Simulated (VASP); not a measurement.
# CaMg (P4/mmm) in VASP: a series of runs

The runs below take CaMg through single point, with LDA.

Program: VASP 6.6.1. These are calculated values, not measurements. Logs are shortened: lines on timing, memory, paths and dates and some standing lists are left out, and cuts for length are marked.

## Step 1: The cell of the first run

The structure is tetragonal, space group P4/mmm (No. 123). Conventional cell: a = 3.625 Å, b = 3.625 Å, c = 3.862 Å, α = 90.00°, β = 90.00°, γ = 90.00°. Ca (site symmetry 4/mmm) is surrounded by 8 Mg at 3.21 Å and 4 Ca at 3.62 Å. Around Mg (site symmetry 4/mmm) lie 8 Ca at 3.21 Å and 4 Mg at 3.62 Å.

The cell comes from a database or a generator and needn't be the stable form of this composition.

## Step 2: Single point, LDA (strain -0.1000 x Voigt [1, 1, 0, 0, 0, 0], atoms carried along)

File INCAR:

```
  PREC = Accurate
  ENCUT = 520
  EDIFF = 1E-7
  ISMEAR = 0
  SIGMA = 0.15
  LREAL = False
  LASPH = True
  NELM = 100
  ALGO = Normal
  ISIF = 2
  LWAVE = False
  LCHARG = False
  GGA = CA
  NBANDS = 13
```

File KPOINTS:

```
Automatic mesh
0
Gamma
  12 12 12
```

File POSCAR:

```
CaMg
1.0
    3.6246351420      0.0000000000      0.0000000000
    0.0000000000      3.6246351420      0.0000000000
    0.0000000000      0.0000000000      3.8616243500
Ca Mg
1 1
Direct
    0.0000000000      0.0000000000      0.5000000000
    0.5000000000      0.5000000000      0.0000000000
```

Potentials or basis: VASP PAW LDA potentials, release 64 (Ca_sv, Mg).

On the command line:

```bash
$ cat potpaw_LDA.64/Ca_sv/POTCAR potpaw_LDA.64/Mg/POTCAR > POTCAR
$ mpirun -np 1 vasp_std > vasp.out
```

OUTCAR:

```text
PREC = Accurate
   ENCUT = 520
   EDIFF = 1E-7
   ISMEAR = 0
   LREAL = False
   LASPH = True
   NELM = 100
   ISIF = 2
   GGA = CA

 ion  position               nearest neighbor table
   1  0.000  0.000  0.500-   2 3.21   2 3.21   2 3.21   2 3.21   2 3.21   2 3.21   2 3.21   2 3.21

   2  0.500  0.500  0.000-   1 3.21   1 3.21   1 3.21   1 3.21   1 3.21   1 3.21   1 3.21   1 3.21

  LATTYP: Found a simple tetragonal cell.
 ALAT       =     3.6246351420
 C/A-ratio  =     1.0653829141

  Lattice vectors:

 A1 = (   3.6246351420,   0.0000000000,   0.0000000000)
 A2 = (   0.0000000000,   3.6246351420,   0.0000000000)
 A3 = (   0.0000000000,   0.0000000000,   3.8616243500)

Analysis of symmetry for initial positions (statically):
=====================================================================
 Subroutine PRICEL returns:
 Original cell was already a primitive cell.

 Routine SETGRP: Setting up the symmetry group for a
 simple tetragonal supercell.

 Subroutine GETGRP returns: Found 16 space group operations
 (whereof 16 operations were pure point group operations)
 out of a pool of 16 trial point group operations.

The static configuration has the point symmetry D_4h.

Analysis of symmetry for dynamics (positions and initial velocities):
=====================================================================
 Subroutine PRICEL returns:
 Original cell was already a primitive cell.

 Routine SETGRP: Setting up the symmetry group for a
 simple tetragonal supercell.

 Subroutine GETGRP returns: Found 16 space group operations
 (whereof 16 operations were pure point group operations)
 out of a pool of 16 trial point group operations.

The dynamic configuration has the point symmetry D_4h.

 Subroutine INISYM returns: Found 16 space group operations
 (whereof 16 operations are pure point group operations),
 and found     1 'primitive' translations

----------------------------------------------------------------------------------------

                                     Primitive cell

  volume of cell :      50.7339

  direct lattice vectors                    reciprocal lattice vectors
     3.624635142  0.000000000  0.000000000     0.275889837  0.000000000  0.000000000
     0.000000000  3.624635142  0.000000000     0.000000000  0.275889837  0.000000000
     0.000000000  0.000000000  3.861624350     0.000000000  0.000000000  0.258958384

  length of vectors
     3.624635142  3.624635142  3.861624350     0.275889837  0.275889837  0.258958384

[... 92 lines left out ...]
   NUPDOWN=      -1.0000    fix difference up-down
   EMIN   =  10.00;   EMAX   =-10.00  energy-range for DOS
   EFERMI =   0.00;   METHOD = LEGACY
   ISMEAR =     0;   SIGMA  =   0.15  broadening in eV -4-tet -1-fermi 0-gaus
   EFERMI_NEDOS =   21; number of points for ismear=-14 and -15
   IALGO  =     38    algorithm
   IMIX   =      4    mixing-type and parameters
     AMIX     =   0.40;   BMIX     =  1.00
     AMIX_MAG =   1.60;   BMIX_MAG =  1.00
  volume/ion in A,a.u.               =      25.37       171.18
  Fermi-wavevector in a.u.,A,eV,Ry     =   1.012439  1.913233 13.946428  1.025034
  Thomas-Fermi vector in A             =   2.145549
   LORBIT       =      0    0 simple, 1 ext, 2 COOP (PROOUT), +10 PAW based schemes
   GGA     = CA    functional components
   LHFCALC =     F    Hartree Fock is set to
   AEXX    =    0.0000 exact exchange contribution
   IVDW    =     0    specifies the selected vdW correction
   LEPSILON=     F    determine dielectric tensor
   LRPA    =     F    only Hartree local field effects (RPA)
 non-spin polarized calculation
 Gauss-broadening in eV      SIGMA  =   0.15
  energy-cutoff  :      520.00
  volume of cell :       50.73
 maximum number of plane-waves:      1386
 NGX is ok and might be reduce to    28
   NGX = 13   NGY = 13   NGZ = 15

 number of electron      12.0000005 magnetization

 Free energy of the ion-electron system (eV)
  ---------------------------------------------------
  ext. energy  EPLUGINS =         0.00000000
  ---------------------------------------------------
  free energy    TOTEN  =        -4.20599189 eV

  energy without entropy =       -4.18793012  energy(sigma->0) =       -4.19696100

 E-fermi :   2.9553     XC(G=0):  -9.0951

 val. band max:        2.9535339388   @ k =   0.5000   0.5000   0.0833
 cond. band min:       2.9563300816   @ k =   0.2500   0.0833   0.0000
 fundamental gap:      0.0027961428
 Fermi energy:         2.9553012610

 k-point     1 :       0.0000    0.0000    0.0000
  band No.  band energies     occupation
      1     -37.5804      2.00000
      2     -18.8801      2.00000
      3     -18.8518      2.00000
      4     -18.8518      2.00000
      5      -2.6858      2.00000
      6       3.6808      0.00000
      7       3.8661      0.00000
      8       6.9769      0.00000
      9       7.1613      0.00000
     10       7.1613      0.00000
     11       7.4361      0.00000
     12       8.2633      0.00000
     13       8.2633      0.00000
[... 354 lines left out ...]
  band No.  band energies     occupation
      1     -37.5561      2.00000
      2     -19.0088      2.00000
      3     -18.9712      2.00000
      4     -18.8493      2.00000
      5       0.3678      2.00000
      6       2.1551      2.00000
      7       3.4197      0.00001
      8       4.7835      0.00000
      9       5.5351      0.00000
     10       5.9899      0.00000
     11       8.2146      0.00000
     12       8.9651      0.00000
     13      10.1270      0.00000

 [... further k-points ...]

------------------------ aborting loop because EDIFF is reached ----------------------------------------

  FORCE on cell =-STRESS in cart. coord.  units (eV):
  Direction    XX          YY          ZZ          XY          YZ          ZX
  --------------------------------------------------------------------------------------
  -------------------------------------------------------------------------------------
  Total        1.4387400      1.4387400      1.2766740      0.0000000      0.0000000      0.0000000
  in kB       45.4353924     45.4353924     40.3173493      0.0000000      0.0000000      0.0000000
  external PRESSURE =      43.7293780 kB  Pullay stress =       0.0000000 kB

 VOLUME and BASIS-vectors are now :
 -----------------------------------------------------------------------------
  energy-cutoff  :      520.00
  volume of cell :       50.73
      direct lattice vectors                 reciprocal lattice vectors
     3.624635142  0.000000000  0.000000000     0.275889837  0.000000000  0.000000000
     0.000000000  3.624635142  0.000000000     0.000000000  0.275889837  0.000000000
     0.000000000  0.000000000  3.861624350     0.000000000  0.000000000  0.258958384

 POSITION                                       TOTAL-FORCE (eV/Angst)
 -----------------------------------------------------------------------------------
      0.00000      0.00000      1.93081         0.000000      0.000000      0.000000
      1.81232      1.81232      0.00000         0.000000      0.000000      0.000000
 -----------------------------------------------------------------------------------
    total drift:                               -0.000000     -0.000000      0.000000

  FREE ENERGIE OF THE ION-ELECTRON SYSTEM (eV)
  ---------------------------------------------------
  free  energy   TOTEN  =        -4.2059918907 eV

  energy  without entropy=       -4.1879301161  energy(sigma->0) =       -4.19696100
```

It took 37 s on 1 thread of Intel Xeon 6975P-C (Granite Rapids), shared host; peak memory 0.26 GiB.

What came out:

| Quantity | Value |
| --- | --- |
| Free energy | -4.2060 eV |
| Pressure | 4.4 GPa |
| Band gap on the k mesh | none (metal or under the smearing width) |

Levels at points of the mesh, in eV from the Fermi level:
| k point | band 2 | band 3 | band 4 | band 5 | band 6 | band 7 | band 8 | band 9 | band 10 | band 11 |
| --- | --- | --- | --- | --- | --- | --- | --- | --- | --- | --- |
| (0.00, 0.00, 0.00) | -21.84 | -21.81 | -21.81 | -5.64 | 0.73 | 0.91 | 4.02 | 4.21 | 4.21 | 4.48 |
| (0.50, 0.00, 0.00) | -22.00 | -21.82 | -21.79 | -2.86 | -2.58 | 1.78 | 2.02 | 2.70 | 4.48 | 5.50 |
| (0.50, 0.50, 0.00) | -21.97 | -21.97 | -21.80 | -1.92 | 0.04 | 0.04 | 0.52 | 2.76 | 2.76 | 5.43 |
| (0.00, 0.00, 0.50) | -21.95 | -21.80 | -21.80 | -3.26 | -2.78 | 1.64 | 2.70 | 2.70 | 4.64 | 4.83 |
| (0.50, 0.00, 0.50) | -21.98 | -21.92 | -21.78 | -2.17 | -0.30 | -0.14 | 0.30 | 3.14 | 3.32 | 5.03 |
| (0.50, 0.50, 0.50) | -21.96 | -21.96 | -21.89 | -0.58 | -0.51 | -0.51 | 2.19 | 3.28 | 3.40 | 3.40 |

## Step 3: Single point, LDA (strain +0.0250 x Voigt [1, 1, 0, 0, 0, 0], atoms carried along)

File INCAR:

```
PREC = Accurate
ENCUT = 520
EDIFF = 1E-7
ISMEAR = 0
SIGMA = 0.15
LREAL = False
LASPH = True
NELM = 100
ALGO = Fast
ISIF = 2
LWAVE = False
LCHARG = True
GGA = CA
LELF = True
LVHAR = True
NBANDS = 13
```

File KPOINTS:

```
regular mesh
0
Gamma
  12 12 12
```

File POSCAR:

```
CaMg
1.0
    4.1280566895      0.0000000000      0.0000000000
    0.0000000000      4.1280566895      0.0000000000
    0.0000000000      0.0000000000      3.8616243500
Ca Mg
1 1
Direct
    0.0000000000      0.0000000000      0.5000000000
    0.5000000000      0.5000000000      0.0000000000
```

Potentials or basis: VASP PAW LDA potentials, release 64 (Ca_sv, Mg).

On the command line:

```bash
$ cat potpaw_LDA.64/Ca_sv/POTCAR potpaw_LDA.64/Mg/POTCAR > POTCAR
$ mpirun -np 1 vasp_std > vasp.out
```

Wall time 69 s (1 thread of Intel Xeon 6975P-C (Granite Rapids), shared host); peak memory 0.3 GiB.

Results (log left out):

```yaml
Free_energy: -4.1908 eV
Pressure: -3.2 GPa
Band_gap_on_the_k_mesh: none (metal or under the smearing width)
```

Stress tensor (GPa, compression positive):
```
-3.44  0.00  0.00
 0.00 -3.44  0.00
 0.00  0.00 -2.66
```

Levels at points of the mesh, in eV from the Fermi level:
```csv
k point,band 2,band 3,band 4,band 5,band 6,band 7,band 8,band 9,band 10,band 11
"(0.00, 0.00, 0.00)",-22.49,-22.49,-22.48,-5.00,0.93,1.01,3.39,3.44,3.44,3.63
"(0.50, 0.00, 0.00)",-22.53,-22.48,-22.47,-3.00,-2.44,1.59,1.94,2.52,3.75,4.03
"(0.50, 0.50, 0.00)",-22.53,-22.53,-22.47,-2.04,-0.44,-0.44,0.06,2.93,2.93,4.11
"(0.00, 0.00, 0.50)",-22.57,-22.48,-22.48,-2.65,-2.21,1.76,1.95,1.95,3.61,4.54
"(0.50, 0.00, 0.50)",-22.56,-22.52,-22.47,-1.76,-0.26,-0.15,0.35,2.46,2.63,4.18
"(0.50, 0.50, 0.50)",-22.55,-22.52,-22.52,-0.26,-0.26,-0.23,1.10,2.60,2.62,2.62
```
